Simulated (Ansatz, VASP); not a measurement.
# Cross-check of Li between VASP and Ansatz, part 2 of 2

Wanted: the spread between two codes on one cell, functional and k mesh. The cell is taken from a series of runs on this material, whose earlier steps may have relaxed, scaled, displaced or heated it; both programs get it as it stands.

VASP 6.6.1 and Ansatz 0.2.0.

So far: Set-up; VASP: relaxation of cell and atoms, PBEsol with D4, pair 1; Ansatz: relaxation of cell and atoms, PBEsol with D4, pair 1; Differences.

## Step 5: VASP: relaxation of cell and atoms, PBEsol with D4, pair 2

Level of this step: PBEsol with D4; plane waves and PAW (Li_sv) (VASP).

The relaxed volume is the usual yardstick between codes: in a stiff, nearly cubic crystal its relative difference is about their pressure difference at one cell divided by the bulk modulus.

Input file INCAR:

```
SYSTEM = Li
PREC = Accurate
ENCUT = 750
EDIFF = 1E-07
NELM = 120
ISMEAR = 1
SIGMA = 0.15
LREAL = .FALSE.
ALGO = Normal
GGA = PS
IVDW = 13
NBANDS = 10
LORBIT = 11
LWAVE = .FALSE.
LCHARG = .FALSE.
ISIF = 3
IBRION = 2
NSW = 80
EDIFFG = -0.005
LASPH = .TRUE.
GGA_COMPAT = .FALSE.
NELMIN = 4
KPAR = 2
```

Input file POSCAR:

```
Li
1.0
    4.9149310000      0.0000000000      0.0000000000
   -2.4574660000      4.2564550000      0.0000000000
    0.0000000000      0.0000000000      2.8822030000
Li
3
Direct
    0.0000000000      0.0000000000      0.0000000000
    0.6666667632      0.3333332550      0.3438696025
    0.3333334403      0.6666667450      0.6561307444
```

Input file KPOINTS:

```
Automatic mesh
0
Gamma
10 10 16
0 0 0
```

Potentials, in the order of the species: Li_sv (PBE family, release 64).

Launch:

```sh
$ mpirun -np 2 vasp_std
```

Numbers of over 12 decimals in the logs are rounded to 6 here.

What it wrote:

```text
[banner, memory and clock lines left out]
running    2 mpi-ranks, on    1 nodes
[...]
[... a notice as in an earlier step ...]

 LDA part: xc-table for (Slater+PW92), standard interpolation
 POSCAR, INCAR and KPOINTS ok, starting setup
[...]
entering main loop
       N       E                     dE             d eps       ncg     rms          rms(c)
DAV:   1     0.215422935244E+02    0.21542E+02   -0.43596E+03  3640   0.985E+02
DAV:   2    -0.523078869804E+00   -0.22065E+02   -0.21535E+02  4178   0.167E+02
DAV:   3    -0.575297328727E+01   -0.52299E+01   -0.51942E+01  6884   0.466E+01
DAV:   4    -0.589333945815E+01   -0.14037E+00   -0.14014E+00  4582   0.118E+01
[...]
DAV:  11    -0.589150290981E+01    0.31434E-06   -0.10702E-06  4876   0.104E-02    0.243E-03
DAV:  12    -0.589150262313E+01    0.28668E-06   -0.59050E-08  3308   0.283E-03    0.258E-04
DAV:  13    -0.589150258135E+01    0.41785E-07   -0.38153E-08  2484   0.178E-03
   1 F= -.59252278E+01 E0= -.59246413E+01  d E =-.592523E+01
[... from here on, the cycles between the ionic steps are left out ...]
   2 F= -.59268616E+01 E0= -.59262259E+01  d E =-.163381E-02
   3 F= -.59304875E+01 E0= -.59297803E+01  d E =-.525970E-02
   4 F= -.59319159E+01 E0= -.59317042E+01  d E =-.668808E-02
   5 F= -.59323723E+01 E0= -.59319323E+01  d E =-.714457E-02
   6 F= -.59323742E+01 E0= -.59319542E+01  d E =-.714644E-02
   7 F= -.59327068E+01 E0= -.59323332E+01  d E =-.332546E-03
   8 F= -.59327901E+01 E0= -.59324509E+01  d E =-.415898E-03
   9 F= -.59327913E+01 E0= -.59324558E+01  d E =-.417101E-03
  10 F= -.59328481E+01 E0= -.59325075E+01  d E =-.568213E-04
  11 F= -.59329832E+01 E0= -.59326265E+01  d E =-.191927E-03
  12 F= -.59330971E+01 E0= -.59327070E+01  d E =-.305823E-03
[...]
reached required accuracy - stopping structural energy minimisation
```

Parts of OUTCAR (step 5):

```text
  Edisp (eV):   -0.03397

  Total      -0.01106    -0.01106     0.00514     0.00000     0.00000     0.00000
  in kB      -0.29606    -0.29606     0.13754     0.00000     0.00000     0.00000
  external pressure =       -0.15 kB  Pullay stress =        0.00 kB

 POSITION                                       TOTAL-FORCE (eV/Angst)
 -----------------------------------------------------------------------------------
      0.00000      0.00000      0.00000        -0.000000      0.000000      0.000000
      2.40894      1.39080      0.99568         0.000000     -0.000000     -0.001121
      0.00000      2.78160      1.98263        -0.000000      0.000000      0.001121
 -----------------------------------------------------------------------------------
    total drift:                               -0.000450     -0.000000     -0.000474

  FREE ENERGIE OF THE ION-ELECTRON SYSTEM (eV)
  ---------------------------------------------------
  free  energy   TOTEN  =        -5.9330971320 eV

  energy  without entropy=       -5.9319267129  energy(sigma->0) =       -5.93270699

[... 1 part as in an earlier step ...]

[... 3 further parts left out ...]
[key lines of the parts left out:]
E-fermi :   0.6803
```

## Step 6: Ansatz: relaxation of cell and atoms, PBEsol with D4, pair 2

The same cell, functional, mesh and smearing now go to Ansatz, which takes its cutoff from its data sets.

The cell is taken from a series of runs on this material, whose earlier steps may have relaxed, scaled, displaced or heated it; both programs get it as it stands.

Input file input.yaml:

```yaml
crystal:
  lattice:
    - [4.9149310094, 0.0, 0.0]
    - [-2.4574655047, 4.256455112, 0.0]
    - [0.0, 0.0, 2.8822033485]
  atoms:
    - { symbol: Li, position: [0.0, 0.0, 0.0] }
    - { symbol: Li, position: [0.6666666667, 0.3333333333, 0.3438694479] }
    - { symbol: Li, position: [0.3333333333, 0.6666666667, 0.6561305521] }
kpoints:
  mp_grid: { grid: [10, 10, 16] }
hamiltonian:
  xc: pbesol
  dispersion: d4
scf:
  occupations: { method: methfessel_paxton, width: 0.15 }
output:
  forces: true
  stress: true
  eigenvalues: true
relax:
  adjacent_minimum: "off"
  f_tol: 0.002
  max_steps: 120
  cell: { stress_tol: 0.03 }
```

Launch:

```sh
$ ansatz run input.yaml --threads 4 --pin off --max-ram 7168MiB --backend cpu --events-out ev --progress --plain --runs-dir out
```

What it wrote:

```text
[...]
Crystal: 3 atoms, lattice volume = 60.296 Å³
Basis set: ecut = 420 eV, 1155 PW (Γ), exchange–correlation on 72×72×40 points (8 copies of the dense FFT grid, shifted against one another)
Bands: 9, of which v1, the nominal top of the filled ones, is band 5 counted from 1 (4 counted from 0)
Symmetry: 12 space group operations
[...]
k-points: 182 of 1600
[...]
--- Band table (eV; the first three rows and the last of 182) ---
[...]
--- Relaxed structure (4 steps of the walk, 4 accepted, 1 SCFs on fresh bases) ---
[...]
cell:  # Å, volume = 60.3190 Å³
    - [4.822915, 0.0, 0.0]
    - [-2.411457, 4.176767, 0]
    - [0.0, 0, 2.994362]
  atoms:
    - { symbol: Li, position: [0, 0, 0.0] }
    - { symbol: Li, position: [0.666667, 0.333333, 0.332925] }
    - { symbol: Li, position: [0.333333, 0.666667, 0.667075] }
[key lines of the parts left out:]
SCF converged after 4 iterations
Free energy (F): -609.025974 eV
Fermi energy:    1.059642 eV
P = ⅓ Tr σ = -0.0029 GPa (-0.029 kbar)
```

## Step 7: Differences

Both answers:

```tsv
quantity	Ansatz	VASP	difference
volume (Å³)	60.32	59.87	+0.75 %
edge a after relaxation, in the typed setting (Å)	4.823	4.818	+0.10 %
edge c after relaxation, in the typed setting (Å)	2.994	2.978	+0.54 %
```

## Step 8: VASP: zone-centre phonons, PBEsol with D4

Second derivatives magnify differences that forces hide, and they need a tight electronic threshold.

Input file INCAR:

```
SYSTEM = Li
PREC = Accurate
ENCUT = 750
EDIFF = 1E-08
NELM = 120
ISMEAR = 1
SIGMA = 0.15
LREAL = .FALSE.
ALGO = Normal
GGA = PS
IVDW = 13
NBANDS = 10
LORBIT = 11
LWAVE = .FALSE.
LCHARG = .FALSE.
ISIF = 2
IBRION = 6
NFREE = 2
POTIM = 0.015
NSW = 1
LASPH = .TRUE.
GGA_COMPAT = .FALSE.
KPAR = 2
```

Input file POSCAR:

```
Li
1.0
    4.9149310094      0.0000000000      0.0000000000
   -2.4574655047      4.2564551120      0.0000000000
    0.0000000000      0.0000000000      2.8822033485
Li
3
Direct
    0.0000000000      0.0000000000      0.0000000000
    0.6666666667      0.3333333333      0.5000000000
    0.3333333333      0.6666666667      0.5000000000
```

KPOINTS is that of step 5.

Launch:

```sh
$ mpirun -np 2 vasp_std
```

What it wrote:

```text
[... set-up lines as in an earlier step ...]
 entering main loop
       N       E                     dE             d eps       ncg     rms          rms(c)
DAV:   1     0.210666981251E+02    0.21067E+02   -0.44134E+03  2520   0.989E+02
DAV:   2    -0.454598903529E+00   -0.21521E+02   -0.21003E+02  2884   0.163E+02
DAV:   3    -0.573895694815E+01   -0.52844E+01   -0.52548E+01  4810   0.466E+01
DAV:   4    -0.586785531798E+01   -0.12890E+00   -0.12882E+00  3212   0.115E+01
[...]
DAV:  12    -0.586524820787E+01    0.20755E-06   -0.63880E-08  3238   0.251E-03    0.473E-05
DAV:  13    -0.586524819223E+01    0.15635E-07   -0.69345E-09  2342   0.808E-04    0.394E-05
DAV:  14    -0.586524818988E+01    0.23547E-08   -0.10257E-09  1744   0.358E-04
   1 F= -.58989728E+01 E0= -.58987871E+01  d E =-.557228E-03
[... from here on, the cycles between the ionic steps are left out ...]
   2 F= -.58988318E+01 E0= -.58986472E+01  d E =-.553995E-03
   3 F= -.58988318E+01 E0= -.58986472E+01  d E =-.553997E-03
   4 F= -.58989206E+01 E0= -.58987351E+01  d E =-.556628E-03
   5 F= -.58989206E+01 E0= -.58987351E+01  d E =-.556615E-03
   6 F= -.58988008E+01 E0= -.58986160E+01  d E =-.554485E-03
   7 F= -.58988008E+01 E0= -.58986160E+01  d E =-.554473E-03
   8 F= -.58989765E+01 E0= -.58987905E+01  d E =-.558116E-03
   9 F= -.58989765E+01 E0= -.58987905E+01  d E =-.558139E-03
 Finite differences progress:
  Degree of freedom:   4/  4
  Displacement:        2/  2
  Total:               8/  8
```

From OUTCAR (step 8):

```text
  Edisp (eV):   -0.03372

  Total      -0.04705    -0.04705    -0.04613     0.00000     0.00000     0.00000
  in kB      -1.25025    -1.25025    -1.22582     0.00000     0.00000     0.00000
  external pressure =       -1.24 kB  Pullay stress =        0.00 kB

 POSITION                                       TOTAL-FORCE (eV/Angst)
 -----------------------------------------------------------------------------------
      0.00000      0.00000      0.00000        -0.000000     -0.000000     -0.003591
      2.45747      1.41882      1.42610        -0.000000      0.000000     -0.000297
     -0.00000      2.83764      1.44110         0.000000     -0.000000      0.003888
 -----------------------------------------------------------------------------------
    total drift:                               -0.000000     -0.000000     -0.000233

  FREE ENERGIE OF THE ION-ELECTRON SYSTEM (eV)
  ---------------------------------------------------
  free  energy   TOTEN  =        -5.8989765057 eV

  energy  without entropy=       -5.8984183663  energy(sigma->0) =       -5.89879046

[... 1 part as in an earlier step ...]

[... 2 further parts left out ...]
[key lines of the parts left out:]
E-fermi :   0.6668
```

Levels, forces or a CONTCAR printed for this step are those of its last displaced cell, not of the structure at rest.

## Step 9: Ansatz: zone-centre phonons, PBEsol with D4

The same cell, functional, mesh and smearing now go to Ansatz, which takes its cutoff from its data sets.

The cell is taken from a series of runs on this material, whose earlier steps may have relaxed, scaled, displaced or heated it; both programs get it as it stands.

input.yaml, the sections that differ from step 6:

```yaml
crystal:
  lattice:
    - [4.9149310094, 0.0, 0.0]
    - [-2.4574655047, 4.256455112, 0.0]
    - [0.0, 0.0, 2.8822033485]
  atoms:
    - { symbol: Li, position: [0.0, 0.0, 0.0] }
    - { symbol: Li, position: [0.6666666667, 0.3333333333, 0.5] }
    - { symbol: Li, position: [0.3333333333, 0.6666666667, 0.5] }
output:
  eigenvalues: true
phonons:
  method: dfpt
# kpoints, hamiltonian, scf: as in step 6
# relax: removed
```

Launch:

```sh
$ ansatz run input.yaml --threads 4 --pin off --max-ram 7168MiB --backend cpu --events-out ev --progress --plain --runs-dir out
```

What it wrote:

```text
zone centre: on kpoints.mp_grid the ground state, and the responses unless they are solved on pairs of k-points, stand on 279 of the mesh's 1600 k-points, reduced under 4 symmetry operations, with k and −k counted as one. Each operation leaves every solved displacement unchanged or reverses it
[...]
Crystal: 3 atoms, lattice volume = 60.296 Å³
[...]
ASR residual per site (eV/Å²): 3.21e-6 1.96e-6 1.96e-6
  Γ frequencies (cm⁻¹): -100.62 0.00 0.00 0.00 170.11 272.47 272.47 308.85 308.85
  non-analytic LO–TO correction: not included (Born effective charges unavailable; polar crystals: no LO–TO splitting at Γ)
[key lines of the parts left out:]
SCF converged after 7 iterations
Free energy (F): -608.991923 eV
Fermi energy:    1.066893 eV
```

## Step 10: Differences

What differs besides the data sets and the points named for the pairs above, as far as they apply: Ansatz takes the dispersion share of the force constants at frozen C6 weights, VASP differentiates the full forces; VASP uses finite displacements, Ansatz perturbation theory. Total energies have different zeros and are not compared.

Compared:

```tsv
quantity	Ansatz	VASP	difference
optical mode 1 (imaginary, printed as negative) (cm⁻¹)	-100.6	-104.1	+3.5
optical mode 2 (cm⁻¹)	170.1	166.3	+2.27 %
optical mode 3 to 4 (cm⁻¹)	272.5	270.5	+0.73 %
optical mode 5 to 6 (cm⁻¹)	308.9	307.5	+0.45 %
```

Modes are paired by rising frequency, not by their patterns, so a pair may set unlike modes beside each other; they are those without the splitting of longitudinal modes.

## Step 11: Results

| Item | Value |
| --- | --- |
| difference in volume (relaxation of cell and atoms, PBEsol with D4, pair 1) | 0.86 % |
| difference in volume (relaxation of cell and atoms, PBEsol with D4, pair 2) | 0.75 % |
| r.m.s. difference of the optical zone-centre modes, each program's sorted by frequency (zone-centre phonons, PBEsol with D4) | 2.5 cm⁻¹ |
| difference in optical mode 2 (zone-centre phonons, PBEsol with D4) | +2.3 % |

In words: The difference in volume is 0.86 % (relaxation of cell and atoms, PBEsol with D4, pair 1), within the 1.2 % picked in this series as the mark of a large difference, as far as the stopping tolerances let one tell. Among the rows given in per cent, the largest difference of the zone-centre phonons, PBEsol with D4 pair is in optical mode 2, +2.3 %. 2 further pairs of this series are not shown here. Such differences can come from data sets, numerical settings and the points named under the comparisons, not from the functional's error against experiment.

[Lines on the potential files, build, host, timing and source positions are cut from VASP's logs without a mark.]

[Logs are printed without paths, hosts, clocks, repeated set-up lines and the standing remarks that a program may print on its own settings, such as how far it seeks lower states.]

[Hosts, paths, dates, database ids (printed as entryN), source tags and the programs' standing remarks are cut or masked in the printed files.]
